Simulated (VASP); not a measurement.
OSZICAR of a VASP run on Al₃Sc (space group Pm-3m):

**OSZICAR**
```
       N       E                     dE             d eps       ncg     rms          rms(c)
DAV:   1     0.746807374318E+02    0.74681E+02   -0.62200E+03   592   0.837E+02
DAV:   2    -0.171725187636E+02   -0.91853E+02   -0.89794E+02   614   0.308E+02
DAV:   3    -0.217583112384E+02   -0.45858E+01   -0.42883E+01   866   0.518E+01
DAV:   4    -0.218345615989E+02   -0.76250E-01   -0.76137E-01   716   0.749E+00
DAV:   5    -0.218381802019E+02   -0.36186E-02   -0.36183E-02   854   0.169E+00    0.841E+00
DAV:   6    -0.207914693183E+02    0.10467E+01   -0.53425E+00   928   0.256E+01    0.291E+00
DAV:   7    -0.207321608411E+02    0.59308E-01   -0.10633E-01   696   0.282E+00    0.169E+00
DAV:   8    -0.207025823045E+02    0.29579E-01   -0.45690E-02   850   0.176E+00    0.246E-01
DAV:   9    -0.207022036383E+02    0.37867E-03   -0.28069E-03   722   0.535E-01    0.980E-02
DAV:  10    -0.207021496356E+02    0.54003E-04   -0.16942E-04   898   0.122E-01    0.723E-02
DAV:  11    -0.207021470443E+02    0.25912E-05   -0.24911E-05   830   0.333E-02    0.397E-02
DAV:  12    -0.207021391445E+02    0.78998E-05   -0.39762E-05   936   0.737E-02    0.358E-03
DAV:  13    -0.207021390787E+02    0.65832E-07   -0.16645E-06   514   0.154E-02
   1 F= -.20702139E+02 E0= -.20677999E+02  d E =-.482801E-01
```

Q: Which electronic solver shows in the log?

A: It is blocked Davidson (ALGO = Normal, or the opening steps of other solvers). The INCAR had ALGO = Normal.

Q: Can the final energy be trusted as converged?

A: The run converged. It stopped with EDIFF = 1E-6, NELM = 100 (PBEsol GGA, plane waves, VASP's PBE PAW potentials (set 64)).

The structure is a typed Al3Sc crystal (Pm-3m). The cell was not relaxed at this level. The run is one of a series of settings (GGA = PS, POTCAR Sc_sv Al (PBE.64 set) against the base run), some of them coarse on purpose.
